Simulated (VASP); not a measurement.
Given:

```xyz
2
Lattice="0.0000 3.3455 3.3455 3.3455 0.0000 3.3455 3.3455 3.3455 0.0000" Properties=species:S:1:pos:R:3 pbc="T T T"
Rb     0.0000     0.0000     0.0000
Cl     3.3455     3.3455     3.3455
```

Level of theory: PW91 GGA, VASP's PBE PAW potentials (set 64) (plane waves; VASP). Run with 520 eV cut-off, 8×8×8 Γ-centred mesh, tetrahedra with Blöchl corrections, potentials Rb_sv Cl.

Q: What does the run give for the energy per atom (σ→0), band gap (on the k-mesh) with the smallest direct gap where there is one?

A: 
* **band gap (on the k-mesh)**: 4.89 eV
* **smallest direct gap (on the k-mesh)**: 4.89 eV
* **energy per atom (σ→0)**: -3370 meV/atom

The absolute energy has meaning only against runs of the same code, potentials and settings.

The compound is RbCl in the rock salt structure. It was relaxed first, which changed the volume by +5 %.
